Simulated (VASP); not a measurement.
Level of theory: PBE GGA with D4 dispersion, VASP's PBE PAW potentials (set 64) (plane waves; VASP).

VASP input:

INCAR:
```
SYSTEM = CuZn
PREC = Accurate
ENCUT = 520
EDIFF = 1E-7
NELM = 100
ALGO = Normal
LREAL = .FALSE.
LASPH = .TRUE.
ISMEAR = 1
SIGMA = 0.1
GGA = PE
IVDW = 13
LMAXMIX = 4
LWAVE = .FALSE.
LCHARG = .FALSE.
ISIF = 2
```

**KPOINTS**
```
Automatic mesh
0
Gamma
 12 12 12
```

**POSCAR**
```
CuZn
1.0
  2.8941963564   0.0000000000   0.0000000000
  0.0000000000   2.8941963564   0.0000000000
  0.0000000000   0.0000000000   2.8941963564
Zn Cu
1 1
Cartesian
  1.4470981782   1.4470981782   1.4470981782
  0.0000000000   0.0000000000   0.0000000000
```

POTCAR, in this order: Zn Cu (PBE.64 set). Program: vasp_std.

Q: What will the output report for the number of irreducible k-points (NKPTS), largest plane-wave count, number of space-group operations, FFT grid (NGX, NGY, NGZ)?

A: 
The number of irreducible k-points (NKPTS) comes out as 84. The largest plane-wave count is 672, the number of space-group operations is 48 and the FFT grid (NGX, NGY, NGZ) comes out as 24 × 24 × 24.

The compound is CuZn in the CsCl type structure. This cell is one point of a volume scan, at 0.97 of the reference volume. The electron count is odd and the run is not spin-polarised, which forces a metal.
